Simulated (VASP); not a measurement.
All values below come from RPBE GGA, VASP's PBE PAW potentials (set 64) (plane waves; VASP).

The input files of a VASP run:

INCAR:
```
SYSTEM = Tm
PREC = Accurate
ENCUT = 300
EDIFF = 1E-6
NELM = 100
ALGO = Normal
LREAL = .FALSE.
LASPH = .TRUE.
ISMEAR = 1
SIGMA = 0.136
GGA = RP
LMAXMIX = 6
LWAVE = .FALSE.
LCHARG = .FALSE.
ISIF = 2
ISPIN = 2
MAGMOM = 2.0 2.0 2.0 2.0
LORBIT = 11
```

### POSCAR
```
Tm
1
    3.5113440000     0.0000000000     0.0000000000
   -1.7556720000     3.0409130000     0.0000000000
    0.0000000000     0.0000000000    11.2977710000
Tm
4
Direct
  0.0000000000   0.0000000000   0.0000000000
  0.0000000000   0.0000000000   0.5000000000
  0.3333330000   0.6666670000   0.2500000000
  0.6666670000   0.3333330000   0.7500000000
```

KPOINTS:
```
Automatic mesh
0
Gamma
7 7 2
0 0 0
```

POTCAR, in this order: Tm (PBE.64 set). Program: vasp_std.

Output

**OUTCAR**
```
 ion  position               nearest neighbor table
   1  0.000  0.000  0.000-   3 3.48   4 3.48   3 3.48   4 3.48   4 3.48   3 3.48
   2  0.000  0.000  0.500-   3 3.48   4 3.48   3 3.48   4 3.48   4 3.48   3 3.48
   3  0.333  0.667  0.250-   1 3.48   2 3.48   1 3.48   2 3.48   1 3.48   2 3.48
   4  0.667  0.333  0.750-   1 3.48   2 3.48   1 3.48   2 3.48   1 3.48   2 3.48
  LATTYP: Found a hexagonal cell.
 ALAT       =     3.5113440000
 C/A-ratio  =     3.2175061743
 Subroutine PRICEL returns:
 Original cell was already a primitive cell.
 Subroutine GETGRP returns: Found 24 space group operations
The static configuration has the point symmetry D_3d.
 The point group associated with its full space group is D_6h.
The dynamic configuration has the point symmetry D_3d.
The overall configuration has the point symmetry D_3d.
 Subroutine INISYM returns: Found 24 space group operations
 Subroutine IBZKPT returns following result:
 Found     16 irreducible k-points:

 Following reciprocal coordinates:
            Coordinates               Weight
  0.000000  0.000000  0.000000      1.000000
  0.142857  0.000000  0.000000      6.000000
  0.285714  0.000000  0.000000      6.000000
  0.428571  0.000000  0.000000      6.000000
...
```

File OSZICAR:
```
...
DAV:  12    -0.168646780287E+02    0.11312E+01   -0.27160E+00  5426   0.227E+01    0.505E+01
DAV:  13    -0.165528857026E+02    0.31179E+00   -0.13511E+00  6460   0.171E+01    0.414E+01
DAV:  14    -0.151667585331E+02    0.13861E+01   -0.56965E-01  6240   0.218E+01    0.344E+01
DAV:  15    -0.137567292840E+02    0.14100E+01   -0.72948E+00  5537   0.274E+01    0.199E+01
DAV:  16    -0.145635295189E+02   -0.80680E+00   -0.10142E+00  5781   0.103E+01    0.262E+01
DAV:  17    -0.148025342274E+02   -0.23900E+00   -0.62010E-01  6335   0.434E+00    0.316E+01
DAV:  18    -0.148577203233E+02   -0.55186E-01   -0.10539E-01  6163   0.429E+00    0.318E+01
DAV:  19    -0.148342178582E+02    0.23502E-01   -0.44748E-02  5940   0.113E+00    0.317E+01
DAV:  20    -0.148216023066E+02    0.12616E-01   -0.54951E-03  6490   0.639E-01    0.317E+01
DAV:  21    -0.148211386823E+02    0.46362E-03   -0.17008E-03  6104   0.201E-01    0.317E+01
DAV:  22    -0.148216104669E+02   -0.47178E-03   -0.61833E-05  6045   0.412E-02    0.317E+01
DAV:  23    -0.148237292416E+02   -0.21188E-02   -0.15395E-05  3842   0.819E-02    0.318E+01
DAV:  24    -0.147497630089E+02    0.73966E-01   -0.53537E-02  5299   0.385E+00    0.303E+01
DAV:  25    -0.147659286741E+02   -0.16166E-01   -0.62094E-03  5425   0.159E+00    0.307E+01
DAV:  26    -0.147400526362E+02    0.25876E-01   -0.16350E-02  5100   0.374E+00    0.308E+01
DAV:  27    -0.149713555163E+02   -0.23130E+00   -0.30263E-01  5107   0.837E+00    0.322E+01
DAV:  28    -0.149375568918E+02    0.33799E-01   -0.10913E-02  5552   0.228E+00    0.319E+01
DAV:  29    -0.148233366115E+02    0.11422E+00   -0.18149E-02  5334   0.465E+00    0.320E+01
DAV:  30    -0.147470133845E+02    0.76323E-01   -0.82149E-02  5095   0.544E+00    0.324E+01
DAV:  31    -0.147536139877E+02   -0.66006E-02   -0.75712E-03  5294   0.649E-01    0.322E+01
DAV:  32    -0.147633843854E+02   -0.97704E-02   -0.32445E-03  6311   0.546E-01    0.325E+01
DAV:  33    -0.147566513905E+02    0.67330E-02   -0.67264E-04  6490   0.179E-01    0.325E+01
DAV:  34    -0.147322948545E+02    0.24357E-01   -0.10578E-03  6330   0.504E-01    0.323E+01
DAV:  35    -0.147806827727E+02   -0.48388E-01   -0.66776E-02  5237   0.364E+00    0.318E+01
DAV:  36    -0.146921171232E+02    0.88566E-01   -0.17258E-01  5441   0.801E+00    0.295E+01
DAV:  37    -0.147967807729E+02   -0.10466E+00   -0.11355E-01  5774   0.798E+00    0.306E+01
DAV:  38    -0.147454670477E+02    0.51314E-01   -0.24093E-01  6004   0.105E+01    0.303E+01
DAV:  39    -0.147138188416E+02    0.31648E-01   -0.18415E-01  5687   0.864E+00    0.314E+01
DAV:  40    -0.143676368414E+02    0.34618E+00   -0.65495E-01  5017   0.152E+01    0.278E+01
DAV:  41    -0.143485305828E+02    0.19106E-01   -0.21806E-01  5761   0.145E+01    0.280E+01
DAV:  42    -0.142042491797E+02    0.14428E+00   -0.14087E-01  6322   0.707E+00    0.295E+01
DAV:  43    -0.141837284053E+02    0.20521E-01   -0.45274E-02  6285   0.180E+00    0.293E+01
DAV:  44    -0.142136074072E+02   -0.29879E-01   -0.13151E-02  6223   0.715E-01    0.293E+01
DAV:  45    -0.142229403689E+02   -0.93330E-02   -0.10115E-03  6714   0.223E-01    0.294E+01
DAV:  46    -0.142208335737E+02    0.21068E-02   -0.38879E-04  5537   0.270E-01    0.293E+01
DAV:  47    -0.142361835596E+02   -0.15350E-01   -0.52033E-04  6232   0.319E-01    0.292E+01
DAV:  48    -0.144452862327E+02   -0.20910E+00   -0.14302E-01  5501   0.659E+00    0.264E+01
DAV:  49    -0.143621785285E+02    0.83108E-01   -0.17892E-01  5352   0.575E+00    0.218E+01
DAV:  50    -0.142915047702E+02    0.70674E-01   -0.11995E-01  5819   0.336E+00    0.159E+01
DAV:  51    -0.143768013326E+02   -0.85297E-01   -0.28956E+00  5266   0.205E+01    0.131E+01
DAV:  52    -0.144331344417E+02   -0.56333E-01   -0.46910E-01  5395   0.163E+01    0.153E+01
DAV:  53    -0.141789515224E+02    0.25418E+00   -0.10571E+00  5507   0.178E+01    0.880E+00
DAV:  54    -0.141034130945E+02    0.75538E-01   -0.70643E-01  6274   0.103E+01    0.157E+01
DAV:  55    -0.139832220352E+02    0.12019E+00   -0.91108E-01  6013   0.982E+00    0.263E+01
DAV:  56    -0.143290360234E+02   -0.34581E+00   -0.54139E-01  5615   0.121E+01    0.322E+01
DAV:  57    -0.142292320926E+02    0.99804E-01   -0.74052E-02  6466   0.439E+00    0.326E+01
DAV:  58    -0.142925442027E+02   -0.63312E-01   -0.28120E-02  6238   0.210E+00    0.325E+01
DAV:  59    -0.143562447623E+02   -0.63701E-01   -0.58011E-03  6458   0.121E+00    0.324E+01
DAV:  60    -0.144778101299E+02   -0.12157E+00   -0.10772E-02  6067   0.222E+00    0.324E+01
DAV:  61    -0.145417585606E+02   -0.63948E-01   -0.33676E-02  5408   0.398E+00    0.326E+01
DAV:  62    -0.145860143696E+02   -0.44256E-01   -0.65665E-03  6242   0.130E+00    0.326E+01
DAV:  63    -0.145869766614E+02   -0.96229E-03   -0.60650E-03  6171   0.127E+00    0.325E+01
DAV:  64    -0.147132906945E+02   -0.12631E+00   -0.47319E-03  5802   0.202E+00    0.327E+01
DAV:  65    -0.144718278211E+02    0.24146E+00   -0.89539E-03  5371   0.318E+00    0.322E+01
DAV:  66    -0.161159019914E+02   -0.16441E+01   -0.25415E-01  5020   0.232E+01    0.366E+01
DAV:  67    -0.162677225192E+02   -0.15182E+00   -0.10944E-01  5816   0.455E+00    0.374E+01
DAV:  68    -0.162522463494E+02    0.15476E-01   -0.33094E-02  6359   0.266E+00    0.376E+01
DAV:  69    -0.165389157146E+02   -0.28667E+00   -0.40641E-02  6050   0.375E+00    0.387E+01
DAV:  70    -0.164594429447E+02    0.79473E-01   -0.20848E-02  6213   0.204E+00    0.382E+01
DAV:  71    -0.163369836551E+02    0.12246E+00   -0.64707E-02  5077   0.924E+00    0.378E+01
DAV:  72    -0.158778027346E+02    0.45918E+00   -0.70096E-02  5549   0.653E+00    0.362E+01
DAV:  73    -0.155025356535E+02    0.37527E+00   -0.77100E-02  5965   0.780E+00    0.345E+01
DAV:  74    -0.151343685969E+02    0.36817E+00   -0.90006E-02  5909   0.984E+00    0.329E+01
DAV:  75    -0.149886247516E+02    0.14574E+00   -0.44446E-02  6832   0.482E+00    0.322E+01
DAV:  76    -0.141314490649E+02    0.85718E+00   -0.15547E+00  5455   0.162E+01    0.157E+01
DAV:  77    -0.140215315046E+02    0.10992E+00   -0.75488E-01  5993   0.141E+01    0.112E+01
DAV:  78    -0.140541678167E+02   -0.32636E-01   -0.12063E-01  5812   0.406E+00    0.127E+01
DAV:  79    -0.141020792733E+02   -0.47911E-01   -0.13697E-01  6415   0.341E+00    0.119E+01
DAV:  80    -0.142217502238E+02   -0.11967E+00   -0.24742E-01  6078   0.327E+00    0.152E+01
DAV:  81    -0.143346233426E+02   -0.11287E+00   -0.67284E-01  5383   0.127E+01    0.219E+01
DAV:  82    -0.145933996196E+02   -0.25878E+00   -0.20103E-01  5926   0.708E+00    0.282E+01
DAV:  83    -0.144973393978E+02    0.96060E-01   -0.77113E-02  6011   0.405E+00    0.254E+01
DAV:  84    -0.143937474446E+02    0.10359E+00   -0.38674E-01  5605   0.863E+00    0.156E+01
DAV:  85    -0.142891821999E+02    0.10457E+00   -0.29222E-01  5530   0.166E+01    0.893E+00
DAV:  86    -0.145736700006E+02   -0.28449E+00   -0.42557E+00  5101   0.415E+01    0.264E+01
DAV:  87    -0.153137842057E+02   -0.74011E+00   -0.37552E-01  5910   0.994E+00    0.289E+01
DAV:  88    -0.153600256498E+02   -0.46241E-01   -0.10329E-01  6225   0.218E+00    0.292E+01
DAV:  89    -0.152963371093E+02    0.63689E-01   -0.24571E-02  5825   0.283E+00    0.282E+01
DAV:  90    -0.152902507646E+02    0.60863E-02   -0.95948E-03  6359   0.764E-01    0.280E+01
DAV:  91    -0.151911272351E+02    0.99124E-01   -0.12718E-02  5610   0.659E+00    0.273E+01
DAV:  92    -0.148981865789E+02    0.29294E+00   -0.23738E-02  5665   0.510E+00    0.274E+01
DAV:  93    -0.146955040079E+02    0.20268E+00   -0.29025E-02  5869   0.417E+00    0.272E+01
DAV:  94    -0.146029307725E+02    0.92573E-01   -0.17442E-02  6175   0.162E+00    0.265E+01
DAV:  95    -0.146099310182E+02   -0.70002E-02   -0.71588E-03  5868   0.756E-01    0.266E+01
DAV:  96    -0.144960201059E+02    0.11391E+00   -0.22168E-02  5510   0.304E+00    0.251E+01
DAV:  97    -0.144611049469E+02    0.34915E-01   -0.78971E-03  5734   0.280E+00    0.241E+01
DAV:  98    -0.143917528575E+02    0.69352E-01   -0.15892E-02  5866   0.274E+00    0.217E+01
DAV:  99    -0.143971334692E+02   -0.53806E-02   -0.85746E-03  6074   0.241E+00    0.218E+01
DAV: 100    -0.144376194867E+02   -0.40486E-01   -0.11868E-02  6750   0.179E+00
   1 F= -.14437619E+02 E0= -.14437423E+02  d E =-.589552E-03  mag=     4.6221
```

File OUTCAR:
```
------------------------ aborting loop EDIFF was not reached (unconverged)  ----------------------------
  FORCE on cell =-STRESS in cart. coord.  units (eV):
  Direction    XX          YY          ZZ          XY          YZ          ZX
  --------------------------------------------------------------------------------------
  Total      -90.0577427    -90.0577365   -117.6007384     -0.0000000      0.0000000      0.0000000
  in kB    -1196.0834971  -1196.0834141  -1561.8901625     -0.0000000      0.0000000      0.0000000
  external PRESSURE =   -1318.0190246 kB  Pullay stress =       0.0000000 kB
  volume of cell :      120.63
      direct lattice vectors                 reciprocal lattice vectors
     3.511344000  0.000000000  0.000000000     0.284791237  0.164424303  0.000000000
    -1.755672000  3.040913000  0.000000000     0.000000000  0.328848606  0.000000000
     0.000000000  0.000000000 11.297771000     0.000000000  0.000000000  0.088513035
 POSITION                                       TOTAL-FORCE (eV/Angst)
 -----------------------------------------------------------------------------------
      0.00000      0.00000      0.00000        -0.000000      0.000000     -0.000000
      0.00000      0.00000      5.64889        -0.000000      0.000000     -0.000000
     -0.00000      2.02728      2.82444        -0.000000      0.000000     -0.000000
      1.75567      1.01364      8.47333         0.000000     -0.000000      0.000000
 -----------------------------------------------------------------------------------
    total drift:                                0.000000     -0.000000      0.000000
  FREE ENERGIE OF THE ION-ELECTRON SYSTEM (eV)
  ---------------------------------------------------
  free  energy   TOTEN  =       -14.4376194867 eV

  energy  without entropy=      -14.4370299346  energy(sigma->0) =      -14.43742297

 total charge

# of ion       s       p       d       f       tot
--------------------------------------------------
    1        2.217   5.947   0.393  13.563  22.119
    2        2.217   5.947   0.393  13.563  22.119
    3        2.217   5.944   0.367  11.653  20.181
    4        2.217   5.944   0.367  11.653  20.181
--------------------------------------------------
tot          8.868  23.782   1.519  50.432  84.600

 magnetization (x)

# of ion       s       p       d       f       tot
--------------------------------------------------
    1        0.003  -0.035  -0.067   0.260   0.161
    2        0.003  -0.035  -0.067   0.260   0.161
    3        0.002  -0.037  -0.062   2.150   2.053
    4        0.002  -0.037  -0.062   2.150   2.053
--------------------------------------------------
tot          0.010  -0.143  -0.260   4.820   4.428
```
(Selected blocks of OUTCAR.)

stdout:
```
...
DAV:  81    -0.143346233426E+02   -0.11287E+00   -0.67284E-01  5383   0.127E+01    0.219E+01
DAV:  82    -0.145933996196E+02   -0.25878E+00   -0.20103E-01  5926   0.708E+00    0.282E+01
DAV:  83    -0.144973393978E+02    0.96060E-01   -0.77113E-02  6011   0.405E+00    0.254E+01
DAV:  84    -0.143937474446E+02    0.10359E+00   -0.38674E-01  5605   0.863E+00    0.156E+01
DAV:  85    -0.142891821999E+02    0.10457E+00   -0.29222E-01  5530   0.166E+01    0.893E+00
DAV:  86    -0.145736700006E+02   -0.28449E+00   -0.42557E+00  5101   0.415E+01    0.264E+01
DAV:  87    -0.153137842057E+02   -0.74011E+00   -0.37552E-01  5910   0.994E+00    0.289E+01
DAV:  88    -0.153600256498E+02   -0.46241E-01   -0.10329E-01  6225   0.218E+00    0.292E+01
DAV:  89    -0.152963371093E+02    0.63689E-01   -0.24571E-02  5825   0.283E+00    0.282E+01
DAV:  90    -0.152902507646E+02    0.60863E-02   -0.95948E-03  6359   0.764E-01    0.280E+01
DAV:  91    -0.151911272351E+02    0.99124E-01   -0.12718E-02  5610   0.659E+00    0.273E+01
DAV:  92    -0.148981865789E+02    0.29294E+00   -0.23738E-02  5665   0.510E+00    0.274E+01
DAV:  93    -0.146955040079E+02    0.20268E+00   -0.29025E-02  5869   0.417E+00    0.272E+01
DAV:  94    -0.146029307725E+02    0.92573E-01   -0.17442E-02  6175   0.162E+00    0.265E+01
DAV:  95    -0.146099310182E+02   -0.70002E-02   -0.71588E-03  5868   0.756E-01    0.266E+01
DAV:  96    -0.144960201059E+02    0.11391E+00   -0.22168E-02  5510   0.304E+00    0.251E+01
DAV:  97    -0.144611049469E+02    0.34915E-01   -0.78971E-03  5734   0.280E+00    0.241E+01
DAV:  98    -0.143917528575E+02    0.69352E-01   -0.15892E-02  5866   0.274E+00    0.217E+01
DAV:  99    -0.143971334692E+02   -0.53806E-02   -0.85746E-03  6074   0.241E+00    0.218E+01
DAV: 100    -0.144376194867E+02   -0.40486E-01   -0.11868E-02  6750   0.179E+00

 -----------------------------------------------------------------------------
|                                                                             |
|           W    W    AA    RRRRR   N    N  II  N    N   GGGG   !!!           |
|           W    W   A  A   R    R  NN   N  II  NN   N  G    G  !!!           |
|           W    W  A    A  R    R  N N  N  II  N N  N  G       !!!           |
|           W WW W  AAAAAA  RRRRR   N  N N  II  N  N N  G  GGG   !            |
|           WW  WW  A    A  R   R   N   NN  II  N   NN  G    G                |
|           W    W  A    A  R    R  N    N  II  N    N   GGGG   !!!           |
|                                                                             |
|     The electronic self-consistency was not achieved in the given           |
|     number of steps (NELM). The forces and other quantities evaluated       |
|     might not be reliable so examine the results carefully. If you find     |
|     spurious results, we suggest increasing NELM, if you were close to      |
|     convergence or switching to a different ALGO or adjusting the           |
|     density mixing parameters otherwise.                                    |
|                                                                             |
 -----------------------------------------------------------------------------

   1 F= -.14437619E+02 E0= -.14437423E+02  d E =-.589552E-03  mag=     4.6221
```

Convergence was not reached.

At this cut-off the stress carries a Pulay error, which pulls relaxed volumes low.

The structure was generated: Tm was put into an ordered model structure, which need not be its known phase. The cell was not relaxed at this level. The run is one of a series of settings (GGA = RP against the base run), some of them coarse on purpose.
